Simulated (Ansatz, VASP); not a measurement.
# Cu: VASP beside Ansatz, part 2 of 2

Wanted: the spread between two codes on one cell, functional and k mesh. The structure shown is frame 250 of Ansatz's trajectory.

VASP 6.6.1 and Ansatz 0.2.0.

So far: The starting structure; Ansatz: dynamics, PBE.

### 3. VASP: single point, PBE

Level of this step: PBE; plane waves and PAW (Cu) (VASP).

The same cell, functional, mesh and smearing now go to VASP, with its own data sets.

Lines of VASP's logs that name or quote its potential files are left out, and so is its time.

INCAR reads:

```
SYSTEM = Cu
PREC = Accurate
ENCUT = 520
EDIFF = 1E-06
NELM = 120
ISMEAR = -1
SIGMA = 0.123
LREAL = .FALSE.
ALGO = Normal
GGA = PE
NBANDS = 109
LASPH = .TRUE.
LORBIT = 11
LWAVE = .FALSE.
LCHARG = .FALSE.
ISIF = 2
GGA_COMPAT = .FALSE.
EFERMI = MIDGAP
```

POSCAR reads:

```
Cu
1.0
    5.9541000000      0.0000000000      0.0000000000
    0.0000000000      5.9541000000      0.0000000000
    0.0000000000      0.0000000000      5.9541000000
Cu
16
Direct
    0.2734586251      0.3654288641      0.8089551737
    0.1449085504      0.0522161200      0.0974958432
    0.0273257083      0.8514636973      0.8386154079
    0.4398817621      0.7325708335      0.6835793823
    0.0502678826      0.1824960951      0.4589274617
    0.6062881040      0.5774676273      0.0263851800
    0.1474614131      0.7804538049      0.4631094540
    0.7530105306      0.2742647923      0.1952268185
    0.7964763776      0.6053643708      0.4226667338
    0.8095262088      0.8905124200      0.1524831629
    0.0859743706      0.5571119061      0.1386103693
    0.4348600124      0.8790245377      0.2366940428
    0.6672209066      0.0314909054      0.5316672545
    0.5285601518      0.0537276834      0.8912849969
    0.4075846895      0.4529819788      0.4327606187
    0.8641608304      0.4338690986      0.7774138829
```

KPOINTS reads:

```
Automatic mesh
0
Gamma
1 1 1
0 0 0
```

Potentials, in the order of the species: Cu (PBE family, release 64).

The run is started by

```bash
mpirun -np 4 vasp_gam
```

Numbers of over 12 decimals in the logs are rounded to 6 here.

Output:

```text
[banner, memory and clock lines left out]
running    4 mpi-ranks, on    1 nodes
 distrk:  each k-point on    4 cores,    1 groups
 distr:  one band on    1 cores,    4 groups

 POSCAR found type information on POSCAR Cu
 POSCAR found :  1 types and      16 ions
 LDA part: xc-table for (Slater+PW92), standard interpolation
|                                                                             |
|           W    W    AA    RRRRR   N    N  II  N    N   GGGG   !!!           |
|           W    W   A  A   R    R  NN   N  II  NN   N  G    G  !!!           |
|           W    W  A    A  R    R  N N  N  II  N N  N  G       !!!           |
|           W WW W  AAAAAA  RRRRR   N  N N  II  N  N N  G  GGG   !            |
|           WW  WW  A    A  R   R   N   NN  II  N   NN  G    G                |
|           W    W  A    A  R    R  N    N  II  N    N   GGGG   !!!           |
|                                                                             |
|     The number of bands has been changed from the values supplied in        |
|     The orbitals not found in the WAVECAR file will be initialized with     |
|     random numbers, which is usually adequate. For correlated               |
|     calculations, however, you should redo the groundstate calculation.     |
|     I found NBANDS = 109. Now, NBANDS = 112.                                |
|                                                                             |

 POSCAR, INCAR and KPOINTS ok, starting setup
 FFT: planning ... GRIDC
 FFT: planning ... GRID_SOFT
 FFT: planning ... GRID
 WAVECAR not read
 entering main loop
       N       E                     dE             d eps       ncg     rms          rms(c)
DAV:   1     0.216392998717E+04    0.21639E+04   -0.79228E+04   232   0.319E+03
DAV:   2     0.394794851182E+03   -0.17691E+04   -0.16815E+04   224   0.659E+02
DAV:   3    -0.211445513571E+02   -0.41594E+03   -0.38390E+03   224   0.296E+02
DAV:   4    -0.630699026842E+02   -0.41925E+02   -0.39055E+02   240   0.123E+02
DAV:   5    -0.641443517390E+02   -0.10744E+01   -0.10590E+01   240   0.236E+01    0.309E+01
DAV:   6    -0.563303943077E+02    0.78140E+01   -0.12242E+02   248   0.142E+02    0.169E+01
DAV:   7    -0.507005647661E+02    0.56298E+01   -0.36703E+01   264   0.117E+02    0.589E+00
DAV:   8    -0.504061121236E+02    0.29445E+00   -0.58633E+00   248   0.513E+01    0.163E+00
DAV:   9    -0.505412597550E+02   -0.13515E+00   -0.24453E+00   272   0.185E+01    0.247E+00
DAV:  10    -0.505295828763E+02    0.11677E-01   -0.62104E-01   240   0.137E+01    0.170E+00
DAV:  11    -0.504920500707E+02    0.37533E-01   -0.21055E-01   280   0.592E+00    0.271E-01
DAV:  12    -0.504915818917E+02    0.46818E-03   -0.25548E-02   264   0.284E+00    0.247E-01
DAV:  13    -0.504909478479E+02    0.63404E-03   -0.97112E-03   248   0.203E+00    0.126E-01
DAV:  14    -0.504911273093E+02   -0.17946E-03   -0.25770E-03   256   0.647E-01    0.114E-01
DAV:  15    -0.504910444955E+02    0.82814E-04   -0.82681E-04   248   0.495E-01    0.765E-02
DAV:  16    -0.504909413774E+02    0.10312E-03   -0.61515E-04   264   0.303E-01    0.148E-02
DAV:  17    -0.504909485015E+02   -0.71241E-05   -0.97524E-05   272   0.132E-01    0.178E-02
DAV:  18    -0.504909459613E+02    0.25401E-05   -0.24204E-05   240   0.100E-01    0.107E-02
DAV:  19    -0.504909449490E+02    0.10124E-05   -0.75095E-06   240   0.414E-02    0.290E-03
DAV:  20    -0.504909450445E+02   -0.95515E-07   -0.16791E-06   136   0.229E-02
   1 F= -.50490945E+02 E0= -.50285529E+02  d E =-.410833E+00
```

OUTCAR, selected parts (step 3):

```text
ion  position               nearest neighbor table
   1  0.273  0.365  0.809-  15 2.43  14 2.45  16 2.48   4 2.51  11 2.53   2 2.65   6 2.68   5 2.70

  LATTYP: Found a simple cubic cell.
 ALAT       =     5.9541000000

 Subroutine GETGRP returns: Found  1 space group operations
 (whereof  1 operations were pure point group operations)

The static configuration has the point symmetry C_1 .

 Found      1 irreducible k-points:

   k-points           NKPTS =      1   k-points in BZ     NKDIM =      1   number of bands    NBANDS=    112

   dimension x,y,z NGX =    48 NGY =   48 NGZ =   48
   dimension x,y,z NGXF=    96 NGYF=   96 NGZF=   96

   ENCUT  =  520.0 eV  38.22 Ry    6.18 a.u.  11.07 11.07 11.07*2*pi/ulx,y,z

   NELECT =     176.0000    total number of electrons

 k-points in reciprocal lattice and weights: Automatic mesh
   0.00000000  0.00000000  0.00000000       1.000

 average (electrostatic) potential at core
       1 -64.6478       2 -64.9925       3 -64.8767       4 -65.1779       5 -64.8667
       6 -64.7943       7 -65.1931       8 -64.9815       9 -65.1209      10 -65.1154
      11 -64.7923      12 -64.8589      13 -64.7999      14 -64.8807      15 -65.0358
      16 -64.5952

 E-fermi :   7.1014

 k-point     1 :       0.0000    0.0000    0.0000
  band No.  band energies     occupation
    ...
     85       5.0070      2.00000
     86       5.2035      2.00000
     87       5.2482      2.00000
     88       7.0440      1.22928
     89       7.2132      0.57453
     90       7.4215      0.13805
     91       7.5816      0.03952
     92       7.6852      0.01722
     93       8.0025      0.00132
     94       8.3685      0.00007
    ...

  Total       10.6582188      6.2529474     14.5528290      0.4489152      4.1094946     -4.5194875
  in kB       80.8996868     47.4621035    110.4611693      3.4074265     31.1925314    -34.3045244
  external PRESSURE =      79.6076532 kB  Pullay stress =       0.0000000 kB

  energy-cutoff  :      520.00
  volume of cell :      211.08
      direct lattice vectors                 reciprocal lattice vectors
     5.954100000  0.000000000  0.000000000     0.167951496  0.000000000  0.000000000
     0.000000000  5.954100000  0.000000000     0.000000000  0.167951496  0.000000000
     0.000000000  0.000000000  5.954100000     0.000000000  0.000000000  0.167951496

 POSITION                                       TOTAL-FORCE (eV/Angst)
 -----------------------------------------------------------------------------------
      1.62820      2.17580      4.81660        -0.062098     -0.310176      0.066157
      0.86280      0.31090      0.58050         0.944618      3.372426      1.122229
      0.16270      5.06970      4.99320        -0.796300     -2.064359     -3.303619
      2.61910      4.36180      4.07010         0.890413     -0.136809      1.399848
      0.29930      1.08660      2.73250        -0.065637      0.816977      0.789666
      3.60990      3.43830      0.15710        -1.124211      0.440547     -0.070340
      0.87800      4.64690      2.75740        -1.631031      0.284670     -0.282084
      4.48350      1.63300      1.16240        -0.155802     -0.783497      0.121682
      4.74230      3.60440      2.51660        -0.810781     -0.000532      0.609396
      4.82000      5.30220      0.90790         0.320308     -0.171272      0.513888
      0.51190      3.31710      0.82530         0.174678     -0.333006     -0.422293
      2.58920      5.23380      1.40930         1.082758     -0.734008      0.854196
      3.97270      0.18750      3.16560         0.844274      0.481227     -0.195037
      3.14710      0.31990      5.30680        -0.263245      0.929181      0.351723
      2.42680      2.69710      2.57670         0.244939     -1.243815     -1.251323
      5.14530      2.58330      4.62880         0.407118     -0.547552     -0.304087
 -----------------------------------------------------------------------------------
    total drift:                               -0.001915     -0.002774      0.002828

  FREE ENERGIE OF THE ION-ELECTRON SYSTEM (eV)
  ---------------------------------------------------
  free  energy   TOTEN  =       -50.4909450445 eV

  energy  without entropy=      -50.0801125325  energy(sigma->0) =      -50.28552879

 total charge
# of ion       s       p       d       tot
------------------------------------------
    1        0.432   0.303   9.182   9.917
    2        0.521   0.417   9.215  10.153
    3        0.452   0.336   9.216  10.004
    4        0.496   0.393   9.177  10.066
    5        0.427   0.301   9.187   9.915
    6        0.467   0.379   9.199  10.045
    7        0.504   0.424   9.186  10.113
    8        0.469   0.386   9.178  10.033
    9        0.463   0.377   9.178  10.017
   10        0.505   0.522   9.175  10.202
   11        0.421   0.329   9.185   9.935
   12        0.505   0.434   9.196  10.135
   13        0.438   0.333   9.182   9.954
   14        0.463   0.358   9.168   9.989
   15        0.441   0.302   9.183   9.926
   16        0.406   0.298   9.200   9.904
--------------------------------------------------
tot          7.410   5.892 147.005 160.307
```

The run ends at a pressure of 7.96 GPa, with forces up to 4.0 eV/Å.

### 4. Differences

Known differences besides the potentials themselves: the data sets hold 304 valence electrons in Ansatz (on its default PAW (the set named soft_2) files) and 176 in VASP; the cutoff is 420 eV in Ansatz and 520 eV in VASP. Total energies have different zeros and are not compared.

Forces on 9 of the 16 atoms, those with the largest forces and the largest differences (eV/Å; atoms numbered as in POSCAR):

```tsv
atom	Ansatz x, y, z	VASP x, y, z
Cu2	0.940, 3.355, 1.130	0.945, 3.372, 1.122
Cu3	-0.793, -2.067, -3.293	-0.796, -2.064, -3.304
Cu4	0.882, -0.146, 1.381	0.890, -0.137, 1.400
Cu5	-0.082, 0.830, 0.782	-0.066, 0.817, 0.790
Cu6	-1.111, 0.435, -0.063	-1.124, 0.441, -0.070
Cu7	-1.620, 0.284, -0.287	-1.631, 0.285, -0.282
Cu10	0.337, -0.167, 0.501	0.320, -0.171, 0.514
Cu12	1.088, -0.726, 0.855	1.083, -0.734, 0.854
Cu15	0.246, -1.232, -1.241	0.245, -1.244, -1.251
```

The forces differ by 8.9 meV/Å r.m.s., which is 0.9 % of the r.m.s. force of 1.004 eV/Å (both taken over all components).

### 5. Results

```json
{
  "r.m.s. force difference (single point, PBE)": "0.88 % of the r.m.s. force"
}
```

In words: The r.m.s. force difference is 0.88 % of the r.m.s. force (single point, PBE), within the 3 % picked in this series as the mark of a large difference. The data sets hold unlike numbers of valence electrons (304 in Ansatz and 176 in VASP), so part of the differences comes from the potentials. 2 further runs of this series are not shown here. Such differences can come from data sets, numerical settings and the points named under the comparisons, not from the functional's error against experiment.

[Lines on the potential files, build, host, timing and source positions are cut from VASP's logs without a mark.]

[Logs are printed without paths, hosts, clocks, repeated set-up lines and the standing remarks that a program may print on its own settings, such as how far it seeks lower states.]

[Hosts, paths, dates, database ids (printed as entryN), source tags and the programs' standing remarks are cut or masked in the printed files.]
